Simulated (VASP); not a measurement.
A convergence study with VASP on BAs (zinc blende): one setting is varied, all else stays as given below, so the limit is that of these other settings.

```
AsB
1.0
    0.00000     2.39000     2.39000
    2.39000     0.00000     2.39000
    2.39000     2.39000     0.00000
B As
1 1
Direct
  0.00000   0.00000   0.00000
  0.25000   0.25000   0.25000
```

Method: PBE GGA, VASP's PBE PAW potentials (set 64) (plane waves; VASP). The tightest run used: 700 eV cut-off, 19×19×19 Γ-centred mesh, Gaussian smearing of 0.050 eV, potentials B As.

Task: The settings run are 1×1×1 mesh; 2×2×2 mesh; 3×3×3 mesh; 4×4×4 mesh; 5×5×5 mesh; 6×6×6 mesh; 7×7×7 mesh; 8×8×8 mesh; 9×9×9 mesh; 10×10×10 mesh; 11×11×11 mesh; 12×12×12 mesh; 13×13×13 mesh; 14×14×14 mesh; 15×15×15 mesh; 16×16×16 mesh; 17×17×17 mesh; 18×18×18 mesh; 19×19×19 mesh. From which on does the stress (every component) stay within 0.5 GPa of the tightest run?

Result: From 5×5×5 mesh on: it is off by 0.16 there and by no more than 0.5 in any finer run, while 4×4×4 mesh is off by 0.60.
```csv
setting,E (eV/atom),pressure (GPa),irreducible k-points,difference judged (GPa)
1×1×1 mesh,5.5658,108.19,1,105.03
2×2×2 mesh,-4.2581,15.12,3,11.96
3×3×3 mesh,-5.3853,5.53,4,2.37
4×4×4 mesh,-5.6153,3.76,8,0.60
5×5×5 mesh,-5.6766,3.32,10,0.16
6×6×6 mesh,-5.6952,3.20,16,0.04
7×7×7 mesh,-5.7013,3.17,20,0.01
8×8×8 mesh,-5.7035,3.16,29,0.00
9×9×9 mesh,-5.7042,3.16,35,0.00
10×10×10 mesh,-5.7045,3.16,47,0.00
11×11×11 mesh,-5.7047,3.16,56,0.00
12×12×12 mesh,-5.7047,3.16,72,0.00
13×13×13 mesh,-5.7047,3.16,84,0.00
14×14×14 mesh,-5.7047,3.16,104,0.00
15×15×15 mesh,-5.7047,3.16,120,0.00
16×16×16 mesh,-5.7047,3.16,145,0.00
17×17×17 mesh,-5.7047,3.16,165,0.00
18×18×18 mesh,-5.7047,3.16,195,0.00
19×19×19 mesh,-5.7047,3.16,220,0.00
```

Left out are rungs that failed or repeat a setting and relaxations that didn't move; long series are thinned to 24 rows.

The compound is BAs in the zinc blende structure. The cell was not relaxed at this level.
